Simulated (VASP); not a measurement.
Given:

```xyz
2
Lattice="2.8305 0.0000 0.0000 0.0000 2.8305 0.0000 0.0000 0.0000 2.8305" Properties=species:S:1:pos:R:3 pbc="T T T"
Ga     1.4152     1.4152     1.4152
Co     0.0000     0.0000     0.0000
```

All values below come from rev-vdW-DF2, VASP's PBE PAW potentials (set 64) (plane waves; VASP 6.6.1). Numerical set-up: 520 eV cut-off, 13×13×13 Γ-centred mesh, first-order Methfessel-Paxton smearing of 0.10 eV, potentials Ga_d Co.

Question: What does the run give for the energy per atom (σ→0), pressure, band gap (on the k-mesh) with the smallest direct gap where there is one?

Answer: 
```
Quantity                                                    Result
------------------------  ----------------------------------------
band gap (on the k-mesh)  none (metal, semimetal or under 0.01 eV)
energy per atom (σ→0)                               -2.681 eV/atom
pressure                                                  6.09 GPa
```

Only differences to runs with the same potentials and settings are physical.

The compound is CoGa in the CsCl type structure. This cell is one point of a volume scan, at 0.97 of the reference volume. The run is not spin-polarised, so no magnetic state was tried.
